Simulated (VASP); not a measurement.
```
MoSi2
1.0
   -1.64206     1.63416     3.98429
    1.64206    -1.63416     3.98429
    1.64206     1.63416    -3.98429
Si Mo
2 1
Direct
  0.66500   0.66500   0.00000
  0.33500   0.33500   0.00000
  0.00000   0.00894   0.00894
```

Method: PBE GGA, VASP's PBE PAW potentials (set 64) (plane waves; VASP). Numerical set-up: 350 eV cut-off, 12×12×12 Γ-centred mesh, first-order Methfessel-Paxton smearing of 0.10 eV, potentials Si Mo_sv.

Q: Give the force on each atom (eV/Å).

A: 
```tsv
atom	Fx	Fy	Fz
Si1	0.108	0.000	-0.104
Si2	0.108	0.000	0.104
Mo3	-0.216	0.000	0.000
```

Q: Give the stress tensor in GPa (positive for a compressed cell).

A: 
```
-10.35    0.00    0.00
  0.00   -9.06    0.00
  0.00    0.00   -8.78
```
The pressure is its mean diagonal, -9.40 GPa.

The compound is MoSi2 in the MoSi2 type structure. The cell was not relaxed at this level. The run is one of a series of settings (ENCUT = 350 against the base run), some of them coarse on purpose.
